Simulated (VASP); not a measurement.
VASP input:

### KPOINTS
```
Automatic mesh
0
Gamma
6 6 3
0 0 0
```

INCAR:
```
! general
SYSTEM =AgI
PREC   =Accurate
ENCUT  =520
LREAL  =.FALSE.
LASPH  =.TRUE.

! electronic loop
EDIFF  =1E-7
NELM   =100
ALGO   =Normal
LMAXMIX=4

! smearing
ISMEAR =0
SIGMA  =0.05

! functional
GGA    =PE

! ions
IBRION =2
NSW    =30
ISIF   =4
EDIFFG =-0.01

! output
LWAVE  =.FALSE.
LCHARG =.FALSE.
```

POSCAR:
```
AgI
1
    2.3176254010    -4.0142453638     0.0000000000
    2.3176254010     4.0142453638     0.0000000000
    0.0000000000     0.0000000000     7.5749101849
Ag I
2 2
Direct
  0.6666670000   0.3333330000   0.5000906174
  0.3333330000   0.6666670000   0.0000906174
  0.6666670000   0.3333330000   0.8749093826
  0.3333330000   0.6666670000   0.3749093826
```

POTCAR, in this order: Ag I (PBE.64 set). Program: vasp_std.

### Question
Translate this PBE calculation to Quantum ESPRESSO's pw.x.

### Answer
One equivalent input (not run):
```
&CONTROL
  calculation = 'vc-relax'
  pseudo_dir = './pseudo'
  outdir = './out'
  tprnfor = .true.
  tstress = .true.
  nstep = 30
  forc_conv_thr = 0.00039
/
&SYSTEM
  ibrav = 0
  nat = 4
  ntyp = 2
  ecutwfc = 82
  occupations = 'smearing'
  smearing = 'gaussian'
  degauss = 0.003675
  input_dft = 'pbe'
/
&ELECTRONS
  conv_thr = 7.3e-09
  electron_maxstep = 100
/
&IONS
/
&CELL
  cell_dofree = 'shape'
/
ATOMIC_SPECIES
  Ag 107.868 Ag.upf
  I 126.904 I.upf
CELL_PARAMETERS angstrom
     2.3176254   -4.0142454    0.0000000
     2.3176254    4.0142454    0.0000000
     0.0000000    0.0000000    7.5749102
ATOMIC_POSITIONS crystal
  Ag   0.6666670  0.3333330  0.5000906
  Ag   0.3333330  0.6666670  0.0000906
  I    0.6666670  0.3333330  0.8749094
  I    0.3333330  0.6666670  0.3749094
K_POINTS automatic
  6 6 3 0 0 0
```
What does not carry over: the potentials are each code's own (VASP's PAW set, PseudoDojo norm-conserving files in pw.x), so ENCUT and ecutwfc are chosen apart and not converted; conv_thr bounds pw.x's estimated SCF error, while EDIFF bounds the energy change between steps; forc_conv_thr acts on force components and is met together with etot_conv_thr.

The compound is AgI in the wurtzite structure. This cell is one point of a volume scan, at 0.97 of the reference volume.
